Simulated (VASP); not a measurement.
An input for Quantum ESPRESSO's pw.x (written as the equivalent of a VASP run, and not itself run):

```
&CONTROL
  calculation = 'vc-relax'
  pseudo_dir = './pseudo'
  outdir = './out'
  tprnfor = .true.
  tstress = .true.
  nstep = 40
  forc_conv_thr = 0.00078
/
&SYSTEM
  ibrav = 0
  nat = 2
  ntyp = 2
  ecutwfc = 84
  occupations = 'smearing'
  smearing = 'methfessel-paxton'
  degauss = 0.00735
  input_dft = 'pbe'
/
&ELECTRONS
  conv_thr = 7.3e-08
  electron_maxstep = 100
/
&IONS
/
&CELL
  press = 300
/
ATOMIC_SPECIES
  Ti 47.867 Ti.upf
  C 12.011 C.upf
CELL_PARAMETERS angstrom
     0.0000000    2.0968192    2.0968192
     2.0968192   -0.0000000    2.0968192
     2.0968192    2.0968192   -0.0000000
ATOMIC_POSITIONS crystal
  Ti   0.0000000  0.0000000  0.0000000
  C    0.5000000  0.5000000  0.5000000
K_POINTS automatic
  15 15 15 0 0 0
```

**Question.** Translate this input to VASP (INCAR, KPOINTS, POSCAR, choice of POTCAR).

**Answer.** This is not unique; one that fits is 
**INCAR**
```
SYSTEM=TiC
PREC=Accurate; ENCUT=620; LREAL=.False.
LASPH=.True.
EDIFF=1E-6; NELM=100; ALGO=Normal
LMAXMIX=4
ISMEAR=1; SIGMA=0.1
GGA=PE
IBRION=2; NSW=40; ISIF=3
EDIFFG=-0.02; PSTRESS=300
LWAVE=.False.; LCHARG=.False.
```

### POSCAR
```
TiC
1.0
  0.0000000000   2.0968191569   2.0968191569
  2.0968191569   0.0000000000   2.0968191569
  2.0968191569   2.0968191569   0.0000000000
Ti C
1 1
Direct
  0.0000000000   0.0000000000   0.0000000000
  0.5000000000   0.5000000000   0.5000000000
```

**KPOINTS**
```
Automatic mesh
0
Gamma
15 15 15
0 0 0
```

POTCAR, in this order: Ti_sv C (PBE.64 set). Program: vasp_std.

The two are equivalent in intent, not identical: the potentials are each code's own (VASP's PAW set, PseudoDojo norm-conserving files in pw.x), so ENCUT and ecutwfc are chosen apart and not converted; conv_thr bounds pw.x's estimated SCF error, while EDIFF bounds the energy change between steps; forc_conv_thr acts on force components and is met together with etot_conv_thr.

The compound is TiC in the rock salt structure. It was relaxed first under an external pressure of 30 GPa.
